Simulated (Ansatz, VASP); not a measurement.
# Sn in two plane-wave programs, part 3 of 3

Aim: how closely do two programs agree when they are given the same cell, functional and k mesh? The structure shown is the start of the Ansatz relaxation below; VASP solves that cell, so the two are compared at the walk's first step.

VASP 6.6.1 and Ansatz 0.2.0.

So far: The starting structure; Ansatz: relaxation, r2SCAN; VASP: single point, r2SCAN, start cell.

### 3. VASP: single point, r2SCAN, start cell (continued)

Level of this step: r2SCAN; plane waves and PAW (Sn_d) (VASP).

Numbers of over 12 decimals in the logs are rounded to 6 here.

Parts of OUTCAR (step 3):

```text
ion  position               nearest neighbor table
   1  0.501  0.501  0.499-   2 2.84   2 2.84   2 2.87   2 2.87
   2  0.749  0.749  0.751-   1 2.84   1 2.84   1 2.87   1 2.87

  LATTYP: Found a body centered orthorhombic cell.
 ALAT       =     4.6432831467
 B/A-ratio  =     1.0201979900
 C/A-ratio  =     1.4081359662

 Subroutine GETGRP returns: Found  4 space group operations
 (whereof  2 operations were pure point group operations)

The static configuration has the point symmetry C_1h.
 The point group associated with its full space group is C_2h.

   k-points           NKPTS =   1728   k-points in BZ     NKDIM =   1728   number of bands    NBANDS=     20

   dimension x,y,z NGX =    32 NGY =   32 NGZ =   32
   dimension x,y,z NGXF=    64 NGYF=   64 NGZF=   64

   ENCUT  =  440.0 eV  32.34 Ry    5.69 a.u.   7.97  7.97  8.10*2*pi/ulx,y,z

   NELECT =      28.0000    total number of electrons

 k-points in reciprocal lattice and weights: Points of the shifted mesh
   0.04166667  0.04166667  0.04166667       0.001
   0.04166667  0.04166667  0.12500000       0.001
   0.04166667  0.04166667  0.20833333       0.001
   0.04166667  0.04166667  0.29166667       0.001
   0.04166667  0.04166667  0.37500000       0.001
   0.04166667  0.04166667  0.45833333       0.001
   0.04166667  0.04166667  0.54166667       0.001
   0.04166667  0.04166667  0.62500000       0.001
   0.04166667  0.04166667  0.70833333       0.001
[...]
0.95833333  0.95833333  0.87500000       0.001
   0.95833333  0.95833333  0.95833333       0.001

 average (electrostatic) potential at core
       1-107.5003       2-107.5003

 E-fermi :   5.0948

 k-point     1 :       0.0417    0.0417    0.0417
  band No.  band energies     occupation
    ...
     10     -16.8971      2.00000
     11      -5.7230      2.00000
     12       3.9646      2.00000
     13       5.0240      2.00000
     14       5.0267      2.00000
     15       5.2743      0.00000
     16       7.2695      0.00000
     17       7.2750      0.00000
     18       7.4226      0.00000
     19      10.4847      0.00000
    ...

 k-point     2 :       0.0417    0.0417    0.1250
  band No.  band energies     occupation
    ...
     10     -16.8835      2.00000
     11      -5.6363      2.00000
     12       3.0640      2.00000
     13       4.6677      2.00000
     14       4.9496      2.00000
     15       5.7768      0.00000
     16       7.5070      0.00000
     17       7.5181      0.00000
     18       7.7466      0.00000
     19      10.8855      0.00000
    ...

 k-point     3 :       0.0417    0.0417    0.2083
  band No.  band energies     occupation
    ...
     10     -16.8724      2.00000
     11      -5.4211      2.00000
     12       1.8574      2.00000
     13       4.2942      2.00000
     14       4.6782      2.00000
     15       5.8457      0.00000
     16       7.8486      0.00000
     17       7.9919      0.00000
     18       8.6415      0.00000
     19      11.5629      0.00000
    ...

  Total       -0.3616138     -0.3616138     -0.1386818     -0.3634984     -0.0037675     -0.0037675
  in kB       -8.0571409     -8.0571409     -3.0899792     -8.0991338     -0.0839443     -0.0839447
  external PRESSURE =      -6.4014203 kB  Pullay stress =       0.0000000 kB

  energy-cutoff  :      440.00
  volume of cell :       71.91
      direct lattice vectors                 reciprocal lattice vectors
     0.033158000  3.316455000  3.269187000    -0.152285949  0.152285949  0.152943224
     3.316455000  0.033158000  3.269187000     0.152285949 -0.152285949  0.152943224
     3.349613000  3.349613000  0.000000000     0.149270975  0.149270975 -0.152943224

 POSITION                                       TOTAL-FORCE (eV/Angst)
 -----------------------------------------------------------------------------------
      3.34935      3.34935      3.27408        -0.000313     -0.000313      0.071623
      5.02468      5.02468      4.89889         0.000313      0.000313     -0.071623
 -----------------------------------------------------------------------------------
    total drift:                               -0.000000     -0.000000      0.000000

  FREE ENERGIE OF THE ION-ELECTRON SYSTEM (eV)
  ---------------------------------------------------
  free  energy   TOTEN  =       -49.4889560079 eV

  energy  without entropy=      -49.4889560079  energy(sigma->0) =      -49.48895601

 total charge
# of ion       s       p       d       tot
------------------------------------------
    1        1.131   1.227   9.959  12.317
    2        1.131   1.227   9.959  12.317
--------------------------------------------------
tot          2.262   2.454  19.917  24.633

[... 3 further parts left out ...]
```

The run ends at a pressure of -0.64 GPa, with forces up to 0.072 eV/Å.

### 4. Differences

Known differences besides the potentials themselves: VASP keeps PBE cores, Ansatz makes them for the functional; the cutoff is 500 eV in Ansatz and 440 eV in VASP. Total energies have different zeros and are not compared.

Forces (eV/Å; atoms numbered as in POSCAR):

```tsv
atom	Ansatz x, y, z	VASP x, y, z
Sn1	0.000, 0.000, 0.072	0.000, 0.000, 0.072
Sn2	0.000, 0.000, -0.072	0.000, 0.000, -0.072
```

The forces differ by 0.4 meV/Å r.m.s., which is 0.9 % of the r.m.s. force of 0.041 eV/Å (both taken over all components).

### 5. Outcome

```json
{"r.m.s. force difference (single point, r2SCAN, start cell)": "0.39 meV/Å"}
```

The r.m.s. force difference is 0.39 meV/Å (single point, r2SCAN, start cell), within the 12 meV/Å picked in this series as the mark of a large difference. How closely two codes agree says nothing of how well the functional describes the real material.

[Lines on the potential files, build, host, timing and source positions are cut from VASP's logs without a mark.]

[Logs are printed without paths, hosts, clocks, repeated set-up lines and the standing remarks that a program may print on its own settings, such as how far it seeks lower states.]

[Hosts, paths, dates, database ids (printed as entryN), source tags and the programs' standing remarks are cut or masked in the printed files.]
